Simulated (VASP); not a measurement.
An input for Quantum ESPRESSO's pw.x (written as the equivalent of a VASP run, and not itself run):

```
&CONTROL
  calculation = 'scf'
  pseudo_dir = './pseudo'
  outdir = './out'
  tprnfor = .true.
  tstress = .true.
/
&SYSTEM
  ibrav = 0
  nat = 8
  ntyp = 3
  ecutwfc = 84
  occupations = 'tetrahedra'
  input_dft = 'pbe'
/
&ELECTRONS
  conv_thr = 7.3e-09
  electron_maxstep = 100
/
ATOMIC_SPECIES
  Zn 65.380 Zn.upf
  Ge 72.630 Ge.upf
  P 30.974 P.upf
CELL_PARAMETERS angstrom
    -2.7513196    2.7513196    5.4087157
     2.7513196   -2.7513196    5.4087157
     2.7513196    2.7513196   -5.4087157
ATOMIC_POSITIONS crystal
  Zn   0.0000000  0.0000000  0.0000000
  Zn   0.7500000  0.2500000  0.5000000
  Ge   0.5000000  0.5000000  0.0000000
  Ge   0.2500000  0.7500000  0.5000000
  P    0.8750000  0.8707995  0.4957995
  P    0.1292005  0.6250000  0.0042005
  P    0.3750000  0.3792005  0.5042005
  P    0.6207995  0.1250000  0.9957995
K_POINTS automatic
  7 7 7 0 0 0
```

Write the VASP files for the same calculation (PBE).

This is not unique; one that fits is 
File POSCAR:
```
ZnGeP2
1
   -2.7513196416     2.7513196416     5.4087156592
    2.7513196416    -2.7513196416     5.4087156592
    2.7513196416     2.7513196416    -5.4087156592
Zn Ge P
2 2 4
Direct
  0.0000000000   0.0000000000   0.0000000000
  0.7500000000   0.2500000000   0.5000000000
  0.5000000000   0.5000000000   0.0000000000
  0.2500000000   0.7500000000   0.5000000000
  0.8750000000   0.8707994515   0.4957994515
  0.1292005485   0.6250000000   0.0042005485
  0.3750000000   0.3792005485   0.5042005485
  0.6207994515   0.1250000000   0.9957994515
```

### KPOINTS
```
Automatic mesh
0
Gamma
7 7 7
0 0 0
```

**INCAR**
```
SYSTEM = ZnGeP2
PREC = Accurate; ENCUT = 400; LREAL = .FALSE.
LASPH = .TRUE.
EDIFF = 1E-7; NELM = 100; ALGO = Normal
LMAXMIX = 4
ISMEAR = -5
GGA = PE
ISIF = 2
LWAVE = .FALSE.; LCHARG = .TRUE.; LORBIT = 11
NEDOS = 601
LEFG = .TRUE.
```

POTCAR, in this order: Zn Ge_d P (PBE.64 set). Program: vasp_std.

Limits of the translation: the potentials are each code's own (VASP's PAW set, PseudoDojo norm-conserving files in pw.x), so ENCUT and ecutwfc are chosen apart and not converted; conv_thr bounds pw.x's estimated SCF error, while EDIFF bounds the energy change between steps; the field gradients of LEFG aren't asked of the other code.

The compound is ZnGeP2 in the chalcopyrite structure. It was relaxed first.
